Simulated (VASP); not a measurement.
```yaml
crystal:
  lattice:
    - [0.00000, 2.79581, 2.79581]
    - [2.79581, 0.00000, 2.79581]
    - [2.79581, 2.79581, 0.00000]
  atoms:
    - { symbol: Ga, position: [0.00000, 0.00000, 0.00000] }
    - { symbol: P, position: [0.25000, 0.25000, 0.25000] }
```

Computed with PBE GGA, VASP's PBE PAW potentials (set 64) (plane waves; VASP 6.6.1). Settings: PREC = Normal, 500 eV cut-off, 4×4×4 Γ-centred mesh, Gaussian smearing of 0.010 eV, potentials Ga_d_GW P_GW.

Problem. What does the run give for the energy per atom (σ→0), pressure, band gap (on the k-mesh) with the smallest direct gap where there is one?

Solution. 
The band gap (on the k-mesh) is 1.19 eV and the smallest direct gap (on the k-mesh) comes out as 1.19 eV. The energy per atom (σ→0) is -4.479 eV/atom and the pressure is -3.10 GPa.

Only differences to runs with the same potentials and settings are physical.

The compound is GaP in the zinc blende structure. This cell is one point of a volume scan, at 1.08 of the reference volume. The k-mesh is coarse (spacing up to 0.49 per Å, 2π included), so the numbers may not be converged in it.
